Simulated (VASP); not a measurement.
Calculation: r2SCAN meta-GGA, VASP's PBE PAW potentials (set 64) (plane waves; VASP).

VASP input:

INCAR:
```
# general
SYSTEM  = C
PREC    = Accurate
ENCUT   = 520   # plane-wave cut-off (eV)
LREAL   = F   # projection in real space or not
LASPH   = T   # aspherical one-centre terms
NBANDS  = 24

# electronic loop
EDIFF   = 1E-7
NELM    = 100
ALGO    = Normal   # blocked Davidson
LMIXTAU = T

# smearing
ISMEAR  = 0
SIGMA   = 0.01   # width (eV)

# functional
METAGGA = R2SCAN

# output
LWAVE   = F
LCHARG  = F
NEDOS   = 1001   # DOS grid

# other
LOPTICS = T
LPEAD   = T
CSHIFT  = 0.1
```

POSCAR:
```
C
1.0
  0.0000000000   1.7815975055   1.7815975055
  1.7815975055   0.0000000000   1.7815975055
  1.7815975055   1.7815975055   0.0000000000
C
2
Cartesian
  1.7815975055   1.7815975055   1.7815975055
  2.6723962583   2.6723962583   2.6723962583
```

File KPOINTS:
```
Automatic mesh
0
Gamma
16 16 16
0 0 0
```

POTCAR, in this order: C (PBE.64 set). Program: vasp_std.

### Question
What does the run give for the energy per atom (σ→0)?

### Answer

```
Item                            Value
---------------------  --------------
energy per atom (σ→0)  -9.829 eV/atom
```

### OSZICAR
```
...
DAV:  13    -0.196573712853E+02   -0.43519E-04   -0.76327E-06  8168   0.159E-02    0.105E-02
DAV:  14    -0.196573715533E+02   -0.26801E-06   -0.36503E-08  8144   0.978E-04    0.103E-02
DAV:  15    -0.196573708224E+02    0.73094E-06   -0.20400E-07  7712   0.258E-03    0.786E-03
DAV:  16    -0.196573714048E+02   -0.58240E-06   -0.86201E-08  7736   0.145E-03    0.188E-03
DAV:  17    -0.196573715085E+02   -0.10373E-06   -0.40989E-09  4968   0.377E-04    0.124E-03
DAV:  18    -0.196573715686E+02   -0.60057E-07   -0.16464E-09  3832   0.222E-04
   1 F= -.19657372E+02 E0= -.19657372E+02  d E =-.607607E-75
 imaginary and real dielectric function
```

The structure comes from a computed database's C entry (Fd-3m); how it stands against other phases isn't given here. It was relaxed first.
